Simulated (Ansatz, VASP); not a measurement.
## Cross-check of Rh (Rh(110)) between VASP and Ansatz

Wanted: the spread between two codes on one cell, functional and k mesh.

Method: plane waves, with VASP 6.6.1 beside it; band structure at r2SCAN, in Ansatz 0.2.0.

## (1) The structure

The cell holds 7 atoms: 7 Rh. Cell: a = 3.800 Å, b = 2.687 Å, c = 26.061 Å, α = 90.0°, β = 90.0°, γ = 90.0°. Vacuum lies along c.

Coordinates:

```xyz
7
Lattice="3.8000 0.0000 0.0000 0.0000 2.6870 0.0000 0.0000 0.0000 26.0610" Properties=species:S:1:pos:R:3
Rh    0.0000    0.0000    9.0000
Rh    1.9000    1.3435   10.3435
Rh    0.0000    0.0000   11.6870
Rh    1.9000    1.3435   13.0305
Rh    0.0000    0.0000   14.3740
Rh    1.9000    1.3435   15.7175
Rh    0.0000    0.0000   17.0610
```

## (2) VASP: band structure, r2SCAN

With cell and atoms fixed, the geometry can't cause a difference; cores, projectors, grids and the points listed under the comparison can.

Lines of VASP's logs that name or quote its potential files are left out, and so is its time.

The input, INCAR:

```
SYSTEM = Rh
PREC = Normal
ENCUT = 300
EDIFF = 1E-06
NELM = 120
ISMEAR = -1
SIGMA = 0.1
LREAL = .FALSE.
ALGO = Normal
METAGGA = R2SCAN
LASPH = .TRUE.
NBANDS = 50
LORBIT = 11
LWAVE = .FALSE.
LCHARG = .TRUE.
IDIPOL = 3
LDIPOL = .TRUE.
DIPOL = 0.5 0.5 0.5
LVHAR = .TRUE.
LVACPOTAV = .TRUE.
LELF = .TRUE.
NEDOS = 1500
```

The input, POSCAR:

```
Rh
1.0
    3.8000000000      0.0000000000      0.0000000000
    0.0000000000      2.6870057685      0.0000000000
    0.0000000000      0.0000000000     26.0610173055
Rh
7
Direct
    0.0000000000      0.0000000000      0.3453433876
    0.5000000000      0.5000000000      0.3968955917
    0.0000000000      0.0000000000      0.4484477959
    0.5000000000      0.5000000000      0.5000000000
    0.0000000000      0.0000000000      0.5515522041
    0.5000000000      0.5000000000      0.6031044083
    0.0000000000      0.0000000000      0.6546566124
```

The input, KPOINTS:

```
Automatic mesh
0
Gamma
11 15 1
0 0 0
```

The input, KPOINTS_OPT:

```
Line mode
14
Line-mode
Reciprocal
  0.00000000   0.00000000   0.00000000 GAMMA
 -0.50000000   0.00000000   0.00000000 X

 -0.50000000   0.00000000   0.00000000 X
 -0.50000000  -0.50000000   0.00000000 S

 -0.50000000  -0.50000000   0.00000000 S
  0.00000000  -0.50000000   0.00000000 Y

  0.00000000  -0.50000000   0.00000000 Y
  0.00000000   0.00000000   0.00000000 GAMMA

  0.00000000   0.00000000   0.00000000 GAMMA
 -0.50000000  -0.50000000   0.00000000 S
```

Potentials, in the order of the species: Rh (PBE family, release 64).

Command:

```sh
> mpirun -np 2 vasp_std
```

Numbers of over 12 decimals in the logs are rounded to 6 here.

What it wrote:

```text
[banner, memory and clock lines left out]
running    2 mpi-ranks, on    1 nodes
 distrk:  each k-point on    2 cores,    1 groups
 distr:  one band on    1 cores,    2 groups

 POSCAR found type information on POSCAR Rh
 POSCAR found :  1 types and       7 ions
|                                                                             |
|               ----> ADVICE to this user running VASP <----                  |
|                                                                             |
|     You enforced a specific xc type in the INCAR file but a different       |
|     [... a line on the potential file left out ...]
|     I HOPE YOU KNOW WHAT YOU ARE DOING!                                     |
|                                                                             |

 LDA part: xc-table for (None), standard interpolation
 POSCAR, INCAR and KPOINTS ok, starting setup
 FFT: planning ... GRIDC
 FFT: planning ... GRID_SOFT
 FFT: planning ... GRID
 WAVECAR not read
 entering main loop
       N       E                     dE             d eps       ncg     rms          rms(c)
DAV:   1     0.146051842776E+03    0.14605E+03   -0.20961E+04  4914   0.702E+02
DAV:   2    -0.174687657416E+03   -0.32074E+03   -0.29493E+03  5434   0.203E+02
DAV:   3    -0.184784169066E+03   -0.10097E+02   -0.97823E+01  5340   0.379E+01
DAV:   4    -0.185037970710E+03   -0.25380E+00   -0.25365E+00  7324   0.490E+00
DAV:   5    -0.185041816038E+03   -0.38453E-02   -0.38449E-02  6988   0.652E-01    0.274E+01
DAV:   6    -0.166465456956E+03    0.18576E+02   -0.21468E+01  5206   0.249E+01    0.107E+01
DAV:   7    -0.182336820406E+03   -0.15871E+02   -0.40993E+01  5182   0.481E+01    0.386E+01
DAV:   8    -0.167538608573E+03    0.14798E+02   -0.12521E+01  5288   0.235E+01    0.154E+01
DAV:   9    -0.166395763874E+03    0.11428E+01   -0.48440E+00  5118   0.179E+01    0.907E+00
DAV:  10    -0.165997923167E+03    0.39784E+00   -0.25889E+00  5302   0.977E+00    0.512E+00
DAV:  11    -0.165859041637E+03    0.13888E+00   -0.65319E-01  5022   0.576E+00    0.223E+00
DAV:  12    -0.165839313072E+03    0.19729E-01   -0.16379E-01  5184   0.286E+00    0.167E+00
DAV:  13    -0.165822196719E+03    0.17116E-01   -0.44550E-02  5298   0.141E+00    0.708E-01
DAV:  14    -0.165826709779E+03   -0.45131E-02   -0.15114E-02  5182   0.788E-01    0.634E-01
[...]
DAV:  23    -0.165826597616E+03   -0.98479E-05   -0.26036E-06  4060   0.876E-03    0.209E-03
DAV:  24    -0.165826561093E+03    0.36523E-04   -0.70932E-06  4992   0.179E-02    0.694E-04
DAV:  25    -0.165826563616E+03   -0.25232E-05   -0.34212E-06  4790   0.129E-02    0.438E-04
DAV:  26    -0.165826575061E+03   -0.11445E-04   -0.11001E-06  3954   0.731E-03    0.986E-04
DAV:  27    -0.165826573835E+03    0.12259E-05   -0.62588E-07  3454   0.557E-03    0.519E-04
DAV:  28    -0.165826567497E+03    0.63382E-05   -0.11314E-06  3608   0.764E-03    0.382E-04
DAV:  29    -0.165826559620E+03    0.78770E-05   -0.11191E-06  3578   0.775E-03    0.225E-04
DAV:  30    -0.165826559452E+03    0.16776E-06   -0.19117E-06  4202   0.104E-02
|                                                                             |
|           W    W    AA    RRRRR   N    N  II  N    N   GGGG   !!!           |
|           W    W   A  A   R    R  NN   N  II  NN   N  G    G  !!!           |
|           W    W  A    A  R    R  N N  N  II  N N  N  G       !!!           |
|           W WW W  AAAAAA  RRRRR   N  N N  II  N  N N  G  GGG   !            |
|           WW  WW  A    A  R   R   N   NN  II  N   NN  G    G                |
|           W    W  A    A  R    R  N    N  II  N    N   GGGG   !!!           |
|                                                                             |
|     Did not find any points to average over, which means that no vacuum     |
|     field-free region was found. Please increase the size of  your cell     |
|     in the dimension of the dipole correction to obtain accurate            |
|     workfunction values.                                                    |
|                                                                             |

   1 F= -.16582656E+03 E0= -.16563386E+03  d E =-.385399E+00
 Start KPOINTS_OPT (optional k-point list driver)
k-point batch [1-48\70]
       N       E                     dE             ncg
DAV:   1     0.991529188873E+04   -0.56588E+05     4914
DAV:   2    -0.451504188089E+04   -0.14430E+05     5446
DAV:   3    -0.497960716795E+04   -0.46457E+03     5260
DAV:   4    -0.499253841963E+04   -0.12931E+02     7298
DAV:   5    -0.499272348807E+04   -0.18507E+00     6550
DAV:   6    -0.499273316353E+04   -0.96755E-02     7650
DAV:   7    -0.499273340454E+04   -0.24102E-03     6580
DAV:   8    -0.499273341220E+04   -0.76618E-05     4534
DAV:   9    -0.499273341342E+04   -0.12130E-05     3580
DAV:  10    -0.499273341405E+04   -0.63175E-06     3218
k-point batch [49-70\70]
       N       E                     dE             ncg
DAV:   1     0.554279146425E+05   -0.13446E+05     2264
DAV:   2     0.486491736197E+05   -0.67787E+04     2440
DAV:   3     0.484550237775E+05   -0.19415E+03     2434
DAV:   4     0.484498505136E+05   -0.51733E+01     3436
DAV:   5     0.484497902109E+05   -0.60303E-01     2976
DAV:   6     0.484497865607E+05   -0.36502E-02     3488
DAV:   7     0.484497864787E+05   -0.82009E-04     3024
DAV:   8     0.484497864760E+05   -0.27430E-05     1896
DAV:   9     0.484497864754E+05   -0.62250E-06     1624
```

OUTCAR, selected parts (step 2):

```text
ion  position               nearest neighbor table
   1  0.000  0.000  0.345-   2 2.69   2 2.69   2 2.69   2 2.69   3 2.69
   2  0.500  0.500  0.397-   1 2.69   1 2.69   1 2.69   1 2.69   4 2.69   3 2.69   3 2.69   3 2.69
                             3 2.69
   3  0.000  0.000  0.448-   5 2.69   4 2.69   4 2.69   4 2.69   4 2.69   1 2.69   2 2.69   2 2.69
                             2 2.69   2 2.69
   4  0.500  0.500  0.500-   3 2.69   5 2.69   3 2.69   5 2.69   3 2.69   5 2.69   3 2.69   5 2.69
                             2 2.69   6 2.69
   5  0.000  0.000  0.552-   3 2.69   4 2.69   4 2.69   4 2.69   4 2.69   7 2.69   6 2.69   6 2.69
                             6 2.69   6 2.69
   6  0.500  0.500  0.603-   7 2.69   7 2.69   7 2.69   7 2.69   4 2.69   5 2.69   5 2.69   5 2.69
                             5 2.69
   7  0.000  0.000  0.655-   6 2.69   6 2.69   6 2.69   6 2.69   5 2.69

  LATTYP: Found a simple orthorhombic cell.
 ALAT       =     2.6870057685
 B/A-ratio  =     1.4142135624
 C/A-ratio  =     9.6989063481

 Subroutine GETGRP returns: Found  8 space group operations
 (whereof  8 operations were pure point group operations)

The static configuration has the point symmetry D_2h.

 Found     48 irreducible k-points:

   k-points           NKPTS =     48   k-points in BZ     NKDIM =     48   number of bands    NBANDS=     50

   dimension x,y,z NGX =    16 NGY =   12 NGZ =  112
   dimension x,y,z NGXF=    32 NGYF=   24 NGZF=  224

   ENCUT  =  300.0 eV  22.05 Ry    4.70 a.u.   5.37  3.79 36.81*2*pi/ulx,y,z

   NELECT =      63.0000    total number of electrons

 k-points in reciprocal lattice and weights: Automatic mesh
   0.00000000  0.00000000  0.00000000       0.006
   0.09090909  0.00000000  0.00000000       0.012
   0.18181818  0.00000000  0.00000000       0.012
   0.27272727  0.00000000  0.00000000       0.012
   0.36363636  0.00000000  0.00000000       0.012
   0.45454545  0.00000000  0.00000000       0.012
   0.00000000  0.06666667  0.00000000       0.012
   0.09090909  0.06666667  0.00000000       0.024
   0.18181818  0.06666667  0.00000000       0.024
[...]
0.36363636  0.46666667  0.00000000       0.024
   0.45454545  0.46666667  0.00000000       0.024

 dipolmoment           0.000000      0.000000     -0.000000 electrons x Angstroem

 average (electrostatic) potential at core
       1 -76.2537       2 -76.9089       3 -76.9887       4 -76.9233       5 -76.9887
       6 -76.9089       7 -76.2537

 E-fermi :   1.2130

 k-point     1 :       0.0000    0.0000    0.0000
  band No.  band energies     occupation
    ...
     30       0.4712      1.99880
     31       0.5255      1.99794
     32       0.9555      1.85853
     33       1.1409      1.34603
     34       1.3081      0.55756
     35       1.6082      0.03774
     36       1.6216      0.03307
     37       1.9123      0.00184
     38       2.0535      0.00045
     39       2.2134      0.00009
    ...

 k-point     2 :       0.0909    0.0000    0.0000
  band No.  band energies     occupation
    ...
     29       0.3946      1.99944
     30       0.4453      1.99907
     31       0.7009      1.98814
     32       0.9812      1.82081
     33       1.0320      1.71885
     34       1.4683      0.14449
     35       1.5058      0.10164
     36       1.5558      0.06290
     37       1.9505      0.00125
     38       2.0600      0.00042
    ...

 k-point     3 :       0.1818    0.0000    0.0000
  band No.  band energies     occupation
    ...
     30       0.3844      1.99950
     31       0.9237      1.89507
     32       1.0153      1.75673
     33       1.0364      1.70801
     34       1.2026      1.05198
     35       1.4983      0.10911
     36       1.6724      0.02003
     37       1.9560      0.00119
     38       1.9839      0.00090
     39       2.0908      0.00031
    ...

  Total       -4.5930034     -5.1067305     -4.5027796      0.0000000      0.0000000      0.0000000
  in kB      -27.6543712    -30.7475106    -27.1111358      0.0000000      0.0000000      0.0000000
  external PRESSURE =     -28.5043392 kB  Pullay stress =       0.0000000 kB

  energy-cutoff  :      300.00
  volume of cell :      266.10
      direct lattice vectors                 reciprocal lattice vectors
     3.800000000  0.000000000  0.000000000     0.263157895  0.000000000  0.000000000
     0.000000000  2.687005769  0.000000000     0.000000000  0.372161464  0.000000000
     0.000000000  0.000000000 26.061017305     0.000000000  0.000000000  0.038371488

 POSITION                                       TOTAL-FORCE (eV/Angst)
 -----------------------------------------------------------------------------------
      0.00000      0.00000      9.00000        -0.000000     -0.000000      0.991705
      1.90000      1.34350     10.34350        -0.000000     -0.000000     -0.612179
      0.00000      0.00000     11.68701         0.000000     -0.000000     -0.213539
      1.90000      1.34350     13.03051        -0.000000     -0.000000      0.000000
      0.00000      0.00000     14.37401         0.000000     -0.000000      0.213539
      1.90000      1.34350     15.71751        -0.000000      0.000000      0.612179
      0.00000      0.00000     17.06102        -0.000000     -0.000000     -0.991705
 -----------------------------------------------------------------------------------
    total drift:                                0.000000      0.000000      0.000000

  FREE ENERGIE OF THE ION-ELECTRON SYSTEM (eV)
  ---------------------------------------------------
  free  energy   TOTEN  =      -165.8265594521 eV

  energy  without entropy=     -165.4411606344  energy(sigma->0) =     -165.63386004

 vacuum level on the upper side and lower side of the slab         5.864         5.864

 total charge
# of ion       s       p       d       tot
------------------------------------------
    1        0.475   0.323   7.392   8.190
    2        0.531   0.540   7.327   8.399
    3        0.534   0.575   7.362   8.470
    4        0.532   0.571   7.376   8.480
    5        0.534   0.575   7.362   8.470
    6        0.531   0.540   7.327   8.399
    7        0.475   0.323   7.392   8.190
--------------------------------------------------
tot          3.611   3.447  51.539  58.597

[... 3 further parts left out ...]
```

[end of part 1 of 2]

[Lines on the potential files, build, host, timing and source positions are cut from VASP's logs without a mark.]

[Logs are printed without paths, hosts, clocks, repeated set-up lines and the standing remarks that a program may print on its own settings, such as how far it seeks lower states.]

[Hosts, paths, dates, database ids (printed as entryN), source tags and the programs' standing remarks are cut or masked in the printed files.]
